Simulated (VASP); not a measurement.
Method: PBEsol GGA, VASP's PBE PAW potentials (set 64) (plane waves; VASP).

A VASP calculation is set up with these files.

INCAR:
```
# general
SYSTEM  = BaTiO3
PREC    = Accurate
ENCUT   = 520
LREAL   = .FALSE.   # projection in real space or not
LASPH   = .TRUE.   # aspherical one-centre terms

# electronic loop
EDIFF   = 1E-6   # SCF stop (eV)
NELM    = 100   # most electronic steps
ALGO    = Normal   # blocked Davidson
LMAXMIX = 4

# smearing
ISMEAR  = 0
SIGMA   = 0.05

# functional
GGA     = PS   # PBEsol

# ions
IBRION  = 2
NSW     = 60   # most ionic steps
ISIF    = 3   # ions, shape and volume
EDIFFG  = -0.02

# output
LWAVE   = .FALSE.
LCHARG  = .FALSE.
```

**KPOINTS**
```
Automatic
0
G
5 5 5
0 0 0
```

### POSCAR
```
BaTiO3
1
    3.9643644387     0.0000000000     0.0000000000
    0.0000000000     3.9643644387     0.0000000000
    0.0000000000    -0.0000000000     4.0827869269
Ba Ti O
1 1 3
Direct
  1.0000000000   0.0000000000   0.0034388627
  0.5000000000   0.5000000000   0.5215175888
  0.5000000000   0.5000000000   0.9712792185
  1.0000000000   0.5000000000   0.4838821650
  0.5000000000   1.0000000000   0.4838821650
```

POTCAR, in this order: Ba_sv Ti_sv O (PBE.64 set). Program: vasp_std.

Output of the run:

### OSZICAR
```
       N       E                     dE             d eps       ncg     rms          rms(c)
DAV:   1     0.445769601393E+03    0.44577E+03   -0.21570E+04   864   0.182E+03
DAV:   2    -0.626545668185E+01   -0.45204E+03   -0.44465E+03  1072   0.484E+02
DAV:   3    -0.501431426253E+02   -0.43878E+02   -0.43639E+02  1288   0.144E+02
DAV:   4    -0.519844369202E+02   -0.18413E+01   -0.18405E+01  1200   0.268E+01
DAV:   5    -0.520484103181E+02   -0.63973E-01   -0.63971E-01  1248   0.371E+00    0.239E+01
DAV:   6    -0.421854012127E+02    0.98630E+01   -0.69372E+01  1384   0.775E+01    0.102E+01
DAV:   7    -0.421601215550E+02    0.25280E-01   -0.11173E+01  1144   0.248E+01    0.693E+00
DAV:   8    -0.420056062232E+02    0.15452E+00   -0.13457E+00  1192   0.116E+01    0.238E+00
DAV:   9    -0.420109193335E+02   -0.53131E-02   -0.19829E-01  1016   0.334E+00    0.100E+00
DAV:  10    -0.420047711814E+02    0.61482E-02   -0.82019E-02  1200   0.243E+00    0.564E-01
DAV:  11    -0.420016155052E+02    0.31557E-02   -0.28393E-02  1248   0.129E+00    0.139E-01
DAV:  12    -0.420013297092E+02    0.28580E-03   -0.19704E-03  1016   0.430E-01    0.398E-02
DAV:  13    -0.420014131132E+02   -0.83404E-04   -0.12414E-03  1232   0.314E-01    0.855E-02
DAV:  14    -0.420013094677E+02    0.10365E-03   -0.44949E-04  1168   0.167E-01    0.129E-02
DAV:  15    -0.420013090654E+02    0.40229E-06   -0.25144E-05  1200   0.327E-02    0.383E-03
DAV:  16    -0.420013097307E+02   -0.66532E-06   -0.37492E-06   840   0.180E-02
   1 F= -.42001310E+02 E0= -.42001310E+02  d E =-.420013E+02
       N       E                     dE             d eps       ncg     rms          rms(c)
DAV:   1    -0.420015906249E+02   -0.28156E-03   -0.34229E-02  1000   0.226E+00    0.149E-01
DAV:   2    -0.420014933415E+02    0.97283E-04   -0.25470E-03   896   0.424E-01    0.640E-02
DAV:   3    -0.420014261972E+02    0.67144E-04   -0.37498E-04  1264   0.129E-01    0.239E-02
DAV:   4    -0.420014198337E+02    0.63636E-05   -0.72461E-05  1376   0.615E-02    0.168E-02
DAV:   5    -0.420014203305E+02   -0.49684E-06   -0.89704E-06  1184   0.283E-02
   2 F= -.42001420E+02 E0= -.42001420E+02  d E =-.110600E-03
       N       E                     dE             d eps       ncg     rms          rms(c)
DAV:   1    -0.420014621312E+02   -0.42298E-04   -0.11182E-02  1000   0.130E+00    0.835E-02
DAV:   2    -0.420014313806E+02    0.30751E-04   -0.82224E-04   896   0.240E-01    0.358E-02
DAV:   3    -0.420014106725E+02    0.20708E-04   -0.12291E-04  1264   0.736E-02    0.133E-02
DAV:   4    -0.420014092686E+02    0.14039E-05   -0.23759E-05  1368   0.346E-02    0.103E-02
DAV:   5    -0.420014097653E+02   -0.49675E-06   -0.26752E-06   832   0.160E-02
   3 F= -.42001410E+02 E0= -.42001410E+02  d E =-.100035E-03
       N       E                     dE             d eps       ncg     rms          rms(c)
DAV:   1    -0.420014289758E+02   -0.19707E-04   -0.14802E-03  1000   0.467E-01    0.321E-02
DAV:   2    -0.420014252527E+02    0.37231E-05   -0.11318E-04   904   0.897E-02    0.140E-02
DAV:   3    -0.420014223046E+02    0.29481E-05   -0.17269E-05  1256   0.279E-02    0.589E-03
DAV:   4    -0.420014217135E+02    0.59110E-06   -0.32908E-06   928   0.147E-02
   4 F= -.42001422E+02 E0= -.42001422E+02  d E =-.111983E-03
       N       E                     dE             d eps       ncg     rms          rms(c)
DAV:   1    -0.420014314622E+02   -0.91575E-05   -0.11781E-03  1000   0.419E-01    0.278E-02
DAV:   2    -0.420014277780E+02    0.36841E-05   -0.86212E-05   896   0.779E-02    0.120E-02
DAV:   3    -0.420014253657E+02    0.24123E-05   -0.13902E-05  1264   0.248E-02    0.444E-03
DAV:   4    -0.420014250526E+02    0.31313E-06   -0.24271E-06   824   0.112E-02
   5 F= -.42001425E+02 E0= -.42001425E+02  d E =-.115322E-03
       N       E                     dE             d eps       ncg     rms          rms(c)
DAV:   1    -0.420013370286E+02    0.88337E-04   -0.25685E-02  1056   0.253E+00    0.989E-02
DAV:   2    -0.420015022667E+02   -0.16524E-03   -0.32568E-03   864   0.398E-01    0.505E-02
DAV:   3    -0.420014829766E+02    0.19290E-04   -0.18761E-04  1248   0.102E-01    0.179E-02
DAV:   4    -0.420014810086E+02    0.19680E-05   -0.19620E-05  1336   0.306E-02    0.982E-03
DAV:   5    -0.420014807934E+02    0.21519E-06   -0.35621E-06   968   0.162E-02
   6 F= -.42001481E+02 E0= -.42001481E+02  d E =-.557408E-04
```

File OUTCAR:
```
------------------------ aborting loop because EDIFF is reached ----------------------------------------
  FORCE on cell =-STRESS in cart. coord.  units (eV):
  Direction    XX          YY          ZZ          XY          YZ          ZX
  --------------------------------------------------------------------------------------
  Total        0.0101281      0.0101281     -0.0208341      0.0000000      0.0000000      0.0000000
  in kB        0.2530062      0.2530062     -0.5204492      0.0000000      0.0000000      0.0000000
  external PRESSURE =      -0.0048123 kB  Pullay stress =       0.0000000 kB
  volume of cell :       64.14
      direct lattice vectors                 reciprocal lattice vectors
     3.966123258  0.000000000  0.000000000     0.252135381  0.000000000  0.000000000
     0.000000000  3.966123258  0.000000000     0.000000000  0.252135381  0.000000000
     0.000000000  0.000000000  4.077319900     0.000000000 -0.000000000  0.245259147
 POSITION                                       TOTAL-FORCE (eV/Angst)
 -----------------------------------------------------------------------------------
      0.00000      0.00000      0.01585         0.000000      0.000000     -0.008012
      1.98306      1.98306      2.12253        -0.000000     -0.000000     -0.001371
      1.98306      1.98306      3.95907        -0.000000      0.000000      0.015854
      0.00000      1.98306      1.97453        -0.000000     -0.000000     -0.003236
      1.98306      0.00000      1.97453        -0.000000      0.000000     -0.003236
 -----------------------------------------------------------------------------------
    total drift:                                0.000000      0.000000     -0.001125
  FREE ENERGIE OF THE ION-ELECTRON SYSTEM (eV)
  ---------------------------------------------------
  free  energy   TOTEN  =       -42.0014807934 eV

  energy  without entropy=      -42.0014807934  energy(sigma->0) =      -42.00148079

 reached required accuracy - stopping structural energy minimisation
```
(Selected blocks of OUTCAR.)

CONTCAR:
```
BaTiO3
   1.00000000000000
     3.9661232582450729    0.0000000000000000    0.0000000000000000
     0.0000000000000000    3.9661232582450729    0.0000000000000000
     0.0000000000000000    0.0000000000000000    4.0773199000694875
  Ba              Ti              O
     1     1     3
Direct
     0.0000000000000000    0.0000000000000000    0.0038885061507930
     0.5000000000000000    0.5000000000000000    0.5205695898752581
     0.5000000000000000    0.5000000000000000    0.9709979897675877
     0.0000000000000000    0.5000000000000000    0.4842719571031799
     0.5000000000000000    0.0000000000000000    0.4842719571031799
```

The compound is BaTiO3 in the tetragonal perovskite structure. This run relaxes it. Symmetry was kept, so distortions that lower it aren't found. The start is the result of an earlier pass.
